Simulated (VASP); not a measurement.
**Si(110): relaxation, ionisation energy and affinity**

Where do the bulk band edges lie against the vacuum outside Si(110)?

Calculated with VASP 6.6.1; r2SCAN; plane waves and PAW (Si).

**Measured values to reproduce.**

For Si, diamond cubic (unstructured n-type silicon wafer, reference for black silicon, 300 K), “Enhanced near-infrared absorber: two-step fabricated structured black silicon and its device application” (2018, pmc:6179974) gives, by absorptance spectroscopy with Tauc analysis: band gap (indirect optical gap from Tauc plot of Kubelka-Munk function) 1.12 eV [Extrapolated Tauc tangent of Kubelka-Munk function at room temperature; phonon-assisted …].

## 1. Set-up

The structure is cubic, space group Fd-3m (No. 227). Conventional cell: a = 5.430 Å, b = 5.430 Å, c = 5.430 Å, α = 90.00°, β = 90.00°, γ = 90.00°. Nearest to Si lie 4 Si at 2.35 Å.

## 2. Relaxing the bulk crystal

First cell and atoms are relaxed at a raised cutoff, so that later runs start from this functional's own cell.

INCAR

```
SYSTEM = Si
PREC = Accurate
ENCUT = 350
EDIFF = 1E-06
NELM = 120
ISMEAR = 0
SIGMA = 0.03
LREAL = .FALSE.
ALGO = Normal
METAGGA = R2SCAN
LASPH = .TRUE.
NBANDS = 10
LORBIT = 11
LWAVE = .FALSE.
LCHARG = .FALSE.
KPAR = 4
IBRION = 2
NSW = 40
ISIF = 3
EDIFFG = -0.02
POTIM = 0.4
```

POSCAR

```
Si
1.0
    0.0000000000      2.7150000000      2.7150000000
    2.7150000000      0.0000000000      2.7150000000
    2.7150000000      2.7150000000      0.0000000000
Si
2
Direct
    0.0000000000      0.0000000000      0.0000000000
    0.2500000000      0.2500000000      0.2500000000
```

KPOINTS

```
Automatic mesh
0
Gamma
6 6 6
0 0 0
```

The projector-augmented-wave data sets are Si (PBE family, release 64).

Command:

```
mpirun -np 4 vasp_std
```

Output:

```text
[banner, memory and clock lines left out]
running    4 mpi-ranks, on    1 nodes
 distrk:  each k-point on    1 cores,    4 groups
 distr:  one band on    1 cores,    1 groups

 POSCAR found type information on POSCAR Si
 POSCAR found :  1 types and       2 ions
|                                                                             |
|               ----> ADVICE to this user running VASP <----                  |
|                                                                             |
|     You enforced a specific xc type in the INCAR file but a different       |
|     [... a line on the potential file left out ...]
|     I HOPE YOU KNOW WHAT YOU ARE DOING!                                     |
|                                                                             |

 LDA part: xc-table for (None), standard interpolation
 POSCAR, INCAR and KPOINTS ok, starting setup
 FFT: planning ... GRIDC
 FFT: planning ... GRID_SOFT
 FFT: planning ... GRID
 WAVECAR not read
 entering main loop
       N       E                     dE             d eps       ncg     rms          rms(c)
DAV:   1    -0.459778266615E+01   -0.45978E+01   -0.26588E+03   320   0.456E+02
DAV:   2    -0.182419544435E+02   -0.13644E+02   -0.12460E+02   442   0.717E+01
DAV:   3    -0.186913249349E+02   -0.44937E+00   -0.44831E+00   402   0.114E+01
DAV:   4    -0.186949258407E+02   -0.36009E-02   -0.36003E-02   424   0.120E+00
DAV:   5    -0.186949407088E+02   -0.14868E-04   -0.14868E-04   402   0.707E-02    0.606E+00
DAV:   6    -0.175320540153E+02    0.11629E+01   -0.13767E-01   358   0.222E+00    0.419E+00
DAV:   7    -0.175290123697E+02    0.30416E-02   -0.15671E-01   350   0.205E+00    0.324E-01
DAV:   8    -0.175280147516E+02    0.99762E-03   -0.52235E-03   348   0.426E-01    0.391E-01
DAV:   9    -0.175281606910E+02   -0.14594E-03   -0.29552E-04   376   0.143E-01    0.513E-02
DAV:  10    -0.175281741829E+02   -0.13492E-04   -0.51177E-06   366   0.183E-02    0.475E-03
DAV:  11    -0.175281786618E+02   -0.44790E-05   -0.12116E-06   316   0.778E-03    0.837E-04
DAV:  12    -0.175281783464E+02    0.31548E-06   -0.49646E-08   176   0.149E-03
   1 F= -.17528178E+02 E0= -.17528178E+02  d E =-.175282E+02
 curvature:   0.00 expect dE= 0.000E+00 dE for cont linesearch  0.000E+00
 trial: gam= 0.00000 g(F)=  0.379E-44 g(S)=  0.118E-02 ort = 0.000E+00 (trialstep = 0.100E+01)
 search vector abs. value=  0.118E-02
 bond charge predicted
       N       E                     dE             d eps       ncg     rms          rms(c)
DAV:   1    -0.175286458548E+02   -0.46719E-03   -0.13312E-02   338   0.546E-01    0.121E-01
DAV:   2    -0.175285845275E+02    0.61327E-04   -0.38057E-04   356   0.113E-01    0.794E-02
DAV:   3    -0.175285049954E+02    0.79532E-04   -0.16337E-04   328   0.614E-02    0.266E-02
DAV:   4    -0.175285044156E+02    0.57979E-06   -0.36366E-06   358   0.138E-02
   2 F= -.17528504E+02 E0= -.17528504E+02  d E =-.326069E-03
 trial-energy change:   -0.000326  1 .order   -0.000342   -0.001176    0.000492
 step:   0.6929(harm=  0.7050)  dis= 0.00000  next Energy=   -17.528580 (dE=-0.402E-03)
 bond charge predicted
       N       E                     dE             d eps       ncg     rms          rms(c)
DAV:   1    -0.175285898612E+02   -0.84866E-04   -0.12872E-03   342   0.170E-01    0.346E-02
DAV:   2    -0.175285848469E+02    0.50143E-05   -0.35985E-05   356   0.351E-02    0.230E-02
DAV:   3    -0.175285782173E+02    0.66296E-05   -0.15353E-05   328   0.188E-02    0.818E-03
DAV:   4    -0.175285786859E+02   -0.46854E-06   -0.31087E-07   170   0.424E-03
   3 F= -.17528579E+02 E0= -.17528579E+02  d E =-.400339E-03
 curvature:  -0.35 expect dE=-0.256E-08 dE for cont linesearch -0.256E-08
 trial: gam=-0.00248 g(F)=  0.593E-44 g(S)=  0.729E-08 ort = 0.293E-05 (trialstep = 0.939E+00)
 search vector abs. value=  0.100E-09
 reached required accuracy - stopping structural energy minimisation
```

Wall time 6.4 s (4 MPI ranks of Intel Xeon 6975P-C (Granite Rapids), shared host); peak memory 0.46 GiB; 21 s of CPU time.

Lines that name or quote the potential files are left out of all logs, and their timing lines are given in words.

From OUTCAR (step 2):

```text
ion  position               nearest neighbor table
   1  0.000  0.000  0.000-   2 2.35   2 2.35   2 2.35   2 2.35
   2  0.250  0.250  0.250-   1 2.35   1 2.35   1 2.35   1 2.35

  LATTYP: Found a face centered cubic cell.
 ALAT       =     5.4300000000

 Subroutine GETGRP returns: Found 48 space group operations
 (whereof 24 operations were pure point group operations)

The static configuration has the point symmetry T_d .
 The point group associated with its full space group is O_h .

 Found     16 irreducible k-points:

   k-points           NKPTS =     16   k-points in BZ     NKDIM =     16   number of bands    NBANDS=     10

   dimension x,y,z NGX =    24 NGY =   24 NGZ =   24
   dimension x,y,z NGXF=    48 NGYF=   48 NGZF=   48

   ENCUT  =  350.0 eV  25.72 Ry    5.07 a.u.   5.86  5.86  5.86*2*pi/ulx,y,z

   NELECT =       8.0000    total number of electrons

 k-points in reciprocal lattice and weights: Automatic mesh
   0.00000000  0.00000000  0.00000000       0.005
   0.16666667  0.00000000  0.00000000       0.037
   0.33333333  0.00000000  0.00000000       0.037
   0.50000000  0.00000000  0.00000000       0.019
   0.16666667  0.16666667  0.00000000       0.028
   0.33333333  0.16666667  0.00000000       0.111
   0.50000000  0.16666667  0.00000000       0.111
  -0.33333333  0.16666667  0.00000000       0.111
  -0.16666667  0.16666667  0.00000000       0.056
[...]
-0.33333333  0.33333333  0.16666667       0.111
  -0.33333333  0.50000000  0.16666667       0.056

 average (electrostatic) potential at core
       1 -86.2236       2 -86.2236

 E-fermi :   5.8864

 k-point     1 :       0.0000    0.0000    0.0000
  band No.  band energies     occupation
      1      -6.7984      2.00000
      2       5.6910      2.00000
      3       5.6910      2.00000
      4       5.6910      2.00000
      5       8.4455      0.00000
      6       8.4455      0.00000
      7       8.4455      0.00000
      8       9.6151      0.00000
      9      13.8137      0.00000
    ...

 k-point     2 :       0.1667    0.0000    0.0000
  band No.  band energies     occupation
      1      -6.4199      2.00000
      2       3.2437      2.00000
      3       5.2168      2.00000
      4       5.2168      2.00000
      5       8.3471      0.00000
      6       9.1299      0.00000
      7       9.1299      0.00000
      8      11.6851      0.00000
      9      13.1883      0.00000
    ...

 k-point     3 :       0.3333    0.0000    0.0000
  band No.  band energies     occupation
      1      -5.3563      2.00000
      2       0.1574      2.00000
      3       4.6334      2.00000
      4       4.6334      2.00000
      5       7.7798      0.00000
      6       9.4511      0.00000
      7       9.4511      0.00000
      8      14.1560      0.00000
      9      14.1560      0.00000
    ...

  Total        0.0003548      0.0003548      0.0003548      0.0000000     -0.0000000     -0.0000000
  in kB        0.0141217      0.0141217      0.0141217      0.0000000     -0.0000000     -0.0000000
  external PRESSURE =       0.0141217 kB  Pullay stress =       0.0000000 kB

  energy-cutoff  :      350.00
  volume of cell :       40.25
      direct lattice vectors                 reciprocal lattice vectors
     0.000000000  2.720173503  2.720173503    -0.183811804  0.183811804  0.183811804
     2.720173503  0.000000000  2.720173503     0.183811804 -0.183811804  0.183811804
     2.720173503  2.720173503 -0.000000000     0.183811804  0.183811804 -0.183811804

 POSITION                                       TOTAL-FORCE (eV/Angst)
 -----------------------------------------------------------------------------------
      0.00000      0.00000      0.00000        -0.000000     -0.000000     -0.000000
      1.36009      1.36009      1.36009         0.000000      0.000000      0.000000
 -----------------------------------------------------------------------------------
    total drift:                               -0.000000     -0.000000      0.000000

  FREE ENERGIE OF THE ION-ELECTRON SYSTEM (eV)
  ---------------------------------------------------
  free  energy   TOTEN  =       -17.5285786859 eV

  energy  without entropy=      -17.5285786859  energy(sigma->0) =      -17.52857869

 reached required accuracy - stopping structural energy minimisation

 total charge
# of ion       s       p       d       tot
------------------------------------------
    1        0.743   0.965   0.000   1.708
    2        0.743   0.965   0.000   1.708
--------------------------------------------------
tot          1.486   1.929   0.000   3.416

[... 3 further parts left out ...]
```

The PAW data sets were made with PBE, which is usual practice but a small mismatch for other functionals. The run keeps the 48 symmetry operations of its start, so it cannot find a distortion of lower symmetry.

Relaxation path:

| step | energy less that of the first step (eV) | largest force (eV/Å) | pressure (GPa) | volume (Å³) |
| --- | --- | --- | --- | --- |
| 1 | 0.0000 | 0.0000 | 0.57 | 40.03 |
| 2 | -0.0003 | 0.0000 | -0.24 | 40.36 |
| 3 | -0.0004 | 0.0000 | 0.00 | 40.26 |

```
conventional cell, symmetrised  before  after  change
                         a (Å)   5.430  5.440  +0.2 %
                         b (Å)   5.430  5.440  +0.2 %
                         c (Å)   5.430  5.440  +0.2 %
              volume (Å³/atom)   20.01  20.13  +0.6 %
```

Final coordinates:

```
Si
1.0
     0.00000    2.72017    2.72017
     2.72017    0.00000    2.72017
     2.72017    2.72017    0.00000
Si
2
Direct
  0.00000 0.00000 0.00000
  0.25000 0.25000 0.25000
```

This step gave:

```
electronic cycles   : 20
electrons           : 8
free energy (TOTEN) : -17.53 eV
Fermi energy        : 5.886 eV
```

The run ended after 3 ionic steps, 0.000 eV below its first step, once forces and stress met EDIFFG = -0.02.

## 3. Band edges of the bulk

A static bulk run at the slab's cutoff gives the band edges and the core potentials that tie them to the slab.

INCAR

```
SYSTEM = Si
PREC = Normal
ENCUT = 320
EDIFF = 1E-06
NELM = 120
ISMEAR = 0
SIGMA = 0.03
LREAL = .FALSE.
ALGO = Normal
METAGGA = R2SCAN
LASPH = .TRUE.
NBANDS = 10
LORBIT = 11
LWAVE = .FALSE.
LCHARG = .FALSE.
KPAR = 4
```

POSCAR

```
Si
1.0
    0.0000000000      2.7201735034      2.7201735034
    2.7201735034      0.0000000000      2.7201735034
    2.7201735034      2.7201735034      0.0000000000
Si
2
Direct
    0.0000000000      0.0000000000      0.0000000000
    0.2500000000      0.2500000000      0.2500000000
```

KPOINTS

```
Automatic mesh
0
Gamma
14 14 14
0 0 0
```

Command:

```
mpirun -np 4 vasp_std
```

Output:

```text
[banner, memory and clock lines left out]
running    4 mpi-ranks, on    1 nodes
 distrk:  each k-point on    1 cores,    4 groups
 distr:  one band on    1 cores,    1 groups

 POSCAR found type information on POSCAR Si
 POSCAR found :  1 types and       2 ions
 [... a notice as in an earlier step ...]

 LDA part: xc-table for (None), standard interpolation
 POSCAR, INCAR and KPOINTS ok, starting setup
 FFT: planning ... GRIDC
 FFT: planning ... GRID_SOFT
 FFT: planning ... GRID
 WAVECAR not read
 entering main loop
       N       E                     dE             d eps       ncg     rms          rms(c)
DAV:   1    -0.535102591129E+01   -0.53510E+01   -0.25409E+03  2088   0.433E+02
DAV:   2    -0.183754953119E+02   -0.13024E+02   -0.12296E+02  2934   0.718E+01
DAV:   3    -0.187133474461E+02   -0.33785E+00   -0.33716E+00  2602   0.102E+01
DAV:   4    -0.187155199798E+02   -0.21725E-02   -0.21723E-02  2650   0.102E+00
DAV:   5    -0.187155358299E+02   -0.15850E-04   -0.15850E-04  2520   0.739E-02    0.604E+00
DAV:   6    -0.175506384842E+02    0.11649E+01   -0.13503E-01  2342   0.218E+00    0.417E+00
DAV:   7    -0.175492722626E+02    0.13662E-02   -0.15073E-01  2280   0.201E+00    0.311E-01
DAV:   8    -0.175482559436E+02    0.10163E-02   -0.51468E-03  2276   0.418E-01    0.388E-01
DAV:   9    -0.175483982842E+02   -0.14234E-03   -0.29210E-04  2518   0.140E-01    0.603E-02
DAV:  10    -0.175484141391E+02   -0.15855E-04   -0.55839E-06  2416   0.190E-02    0.402E-03
DAV:  11    -0.175484185866E+02   -0.44474E-05   -0.11501E-06  2126   0.748E-03    0.107E-03
DAV:  12    -0.175484183710E+02    0.21554E-06   -0.44692E-08  1170   0.136E-03
   1 F= -.17548418E+02 E0= -.17548418E+02  d E =-.219940E-20
```

Wall time 6.4 s (4 MPI ranks); peak memory 0.48 GiB; 22 s of CPU time.

Parts of OUTCAR (step 3):

```text
  LATTYP: Found a face centered cubic cell.
 ALAT       =     5.4403470068

 Found    104 irreducible k-points:

   k-points           NKPTS =    104   k-points in BZ     NKDIM =    104   number of bands    NBANDS=     10

   dimension x,y,z NGX =    18 NGY =   18 NGZ =   18
   dimension x,y,z NGXF=    36 NGYF=   36 NGZF=   36

   ENCUT  =  320.0 eV  23.52 Ry    4.85 a.u.   5.61  5.61  5.61*2*pi/ulx,y,z

   NELECT =       8.0000    total number of electrons

 E-fermi :   5.8657

 k-point     1 :       0.0000    0.0000    0.0000
  band No.  band energies     occupation
      1      -6.8050      2.00000
      2       5.6841      2.00000
      3       5.6841      2.00000
      4       5.6841      2.00000
      5       8.4421      0.00000
      6       8.4421      0.00000
      7       8.4421      0.00000
      8       9.6073      0.00000
      9      13.8209      0.00000
    ...

 k-point     2 :       0.0714    0.0000    0.0000
  band No.  band energies     occupation
      1      -6.7349      2.00000
      2       5.0111      2.00000
      3       5.5704      2.00000
      4       5.5704      2.00000
      5       8.5466      0.00000
      6       8.6098      0.00000
      7       8.6098      0.00000
      8      10.0712      0.00000
      9      13.6153      0.00000
    ...

  Total       -0.0221090     -0.0221090     -0.0221090     -0.0000000     -0.0000000      0.0000000
  in kB       -0.8799547     -0.8799547     -0.8799547     -0.0000000     -0.0000000      0.0000000
  external PRESSURE =      -0.8799547 kB  Pullay stress =       0.0000000 kB

  energy-cutoff  :      320.00
  volume of cell :       40.25
      direct lattice vectors                 reciprocal lattice vectors
     0.000000000  2.720173503  2.720173503    -0.183811804  0.183811804  0.183811804
     2.720173503  0.000000000  2.720173503     0.183811804 -0.183811804  0.183811804
     2.720173503  2.720173503  0.000000000     0.183811804  0.183811804 -0.183811804

 POSITION                                       TOTAL-FORCE (eV/Angst)
 -----------------------------------------------------------------------------------
      0.00000      0.00000      0.00000        -0.000000     -0.000000     -0.000000
      1.36009      1.36009      1.36009         0.000000      0.000000      0.000000
 -----------------------------------------------------------------------------------
    total drift:                                0.000000      0.000000      0.000000

  FREE ENERGIE OF THE ION-ELECTRON SYSTEM (eV)
  ---------------------------------------------------
  free  energy   TOTEN  =       -17.5484183710 eV

  energy  without entropy=      -17.5484183710  energy(sigma->0) =      -17.54841837

 total charge
# of ion       s       p       d       tot
------------------------------------------
    1        0.746   0.962   0.000   1.708
    2        0.746   0.962   0.000   1.708
--------------------------------------------------
tot          1.492   1.924   0.000   3.416

[... 2 parts as in an earlier step ...]

[... 7 further parts left out ...]
```

The gap is read on the k-mesh alone, so it is an upper bound where the band edges lie off the mesh.

This step gave:

* electronic cycles: 12
* free energy (TOTEN): -17.55 eV
* Fermi energy: 5.866 eV
* metallic: no
* gap on the k-mesh: 0.7857 eV
* least direct gap on the k-mesh: 2.758 eV

(Part 1 of 3 ends here.)

[Lines on the potential files, build, host, timing and source positions are cut from VASP's logs without a mark.]

[Logs are printed without paths, hosts, clocks, repeated set-up lines and the standing remarks that a program may print on its own settings, such as how far it seeks lower states.]

[Hosts, paths, dates, database ids (printed as entryN), source tags and the programs' standing remarks are cut or masked in the printed files.]

[Runs that stopped without an error message from VASP are left out.]
